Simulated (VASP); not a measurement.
Output of a VASP run:

OSZICAR:
```
       N       E                     dE             d eps       ncg     rms          rms(c)
DAV:   1     0.163978781037E+03    0.16398E+03   -0.11499E+04  2543   0.200E+03
DAV:   2    -0.128220050901E+01   -0.16526E+03   -0.16143E+03  2639   0.410E+02
DAV:   3    -0.880648288735E+01   -0.75243E+01   -0.74889E+01  3158   0.947E+01
DAV:   4    -0.893816016434E+01   -0.13168E+00   -0.13167E+00  3047   0.118E+01
DAV:   5    -0.894464136857E+01   -0.64812E-02   -0.64826E-02  3854   0.238E+00    0.652E+00
DAV:   6    -0.877561845931E+01    0.16902E+00   -0.41610E-01  2989   0.994E+00    0.309E+00
DAV:   7    -0.874040720891E+01    0.35211E-01   -0.72745E-02  3377   0.528E+00    0.136E+00
DAV:   8    -0.873388927951E+01    0.65179E-02   -0.19965E-02  2870   0.145E+00    0.385E-01
DAV:   9    -0.873317871432E+01    0.71057E-03   -0.19286E-03  3234   0.774E-01    0.519E-02
DAV:  10    -0.873318285766E+01   -0.41433E-05   -0.45860E-05  3424   0.108E-01    0.238E-02
DAV:  11    -0.873318448184E+01   -0.16242E-05   -0.50010E-06  2954   0.245E-02    0.297E-03
DAV:  12    -0.873318480842E+01   -0.32658E-06   -0.41441E-07  3271   0.706E-03    0.261E-03
DAV:  13    -0.873318467937E+01    0.12905E-06   -0.23584E-08  1645   0.182E-03    0.555E-04
DAV:  14    -0.873318464213E+01    0.37238E-07   -0.49510E-09  1540   0.973E-04
   1 F= -.96827454E+01 E0= -.96827454E+01  d E =0.000000E+00
```

### OUTCAR
```
------------------------ aborting loop because EDIFF is reached ----------------------------------------
  Edisp (eV):   -0.94956
  FORCE on cell =-STRESS in cart. coord.  units (eV):
  Direction    XX          YY          ZZ          XY          YZ          ZX
  --------------------------------------------------------------------------------------
  Total      -0.04115    -0.04115    -0.04115     0.00000    -0.00000     0.00000
  in kB      -1.88576    -1.88576    -1.88576     0.00000    -0.00000     0.00000
  external pressure =       -1.89 kB  Pullay stress =        0.00 kB
  volume of cell :       34.96
      direct lattice vectors                 reciprocal lattice vectors
     3.269786408  0.000000000  0.000000000     0.305830374  0.000000000  0.000000000
     0.000000000  3.269786408  0.000000000     0.000000000  0.305830374  0.000000000
     0.000000000  0.000000000  3.269786408     0.000000000  0.000000000  0.305830374
 POSITION                                       TOTAL-FORCE (eV/Angst)
 -----------------------------------------------------------------------------------
      1.63489      1.63489      1.63489         0.000000      0.000000      0.000000
      0.00000      0.00000      0.00000         0.000000      0.000000      0.000000
 -----------------------------------------------------------------------------------
    total drift:                                0.000000      0.000000     -0.000000
  FREE ENERGIE OF THE ION-ELECTRON SYSTEM (eV)
  ---------------------------------------------------
  free  energy   TOTEN  =        -9.6827453600 eV

  energy  without entropy=       -9.6827453600  energy(sigma->0) =       -9.68274536

 total charge

# of ion       s       p       d       tot
------------------------------------------
    1        0.806   0.739   9.901  11.445
    2        0.425   0.421   8.652   9.499
--------------------------------------------------
tot          1.231   1.160  18.553  20.944
```
(Selected blocks of OUTCAR.)

POSCAR:
```
PdIn
1
    3.2697864079     0.0000000000     0.0000000000
   -0.0000000000     3.2697864079     0.0000000000
    0.0000000000     0.0000000000     3.2697864079
In Pd
1 1
Direct
  0.5000000000   0.5000000000   0.5000000000
  0.0000000000   0.0000000000   0.0000000000
```

Write an INCAR and KPOINTS that could have produced this output.

Several could match; the one computed here: the input of the run itself, PBE GGA with D4 dispersion, plane waves, VASP's PBE PAW potentials (set 64).

File KPOINTS:
```
Automatic
0
gamma
13 13 13
0 0 0
```

### INCAR
```
! general
SYSTEM =PdIn
PREC   =Accurate
ENCUT  =520
LREAL  =.FALSE.
LASPH  =.TRUE.   ! aspherical one-centre terms

! electronic loop
EDIFF  =1E-7
NELM   =100   ! most electronic steps
ALGO   =Normal   ! blocked Davidson
LMAXMIX=4   ! l cut-off of mixed one-centre charges

! smearing
ISMEAR =-5

! functional
GGA    =PE   ! PBE
IVDW   =13

! ions
ISIF   =2

! output
LWAVE  =.FALSE.
LCHARG =.TRUE.
LORBIT =11   ! lm-projected
NEDOS  =601   ! DOS grid
```

POTCAR, in this order: In_d Pd (PBE.64 set). Program: vasp_std.

For a metal the tetrahedron method with Blöchl corrections gives inexact stress and forces.

The compound is PdIn in the CsCl type structure. It was relaxed first. The electron count is odd and the run is not spin-polarised, which forces a metal.
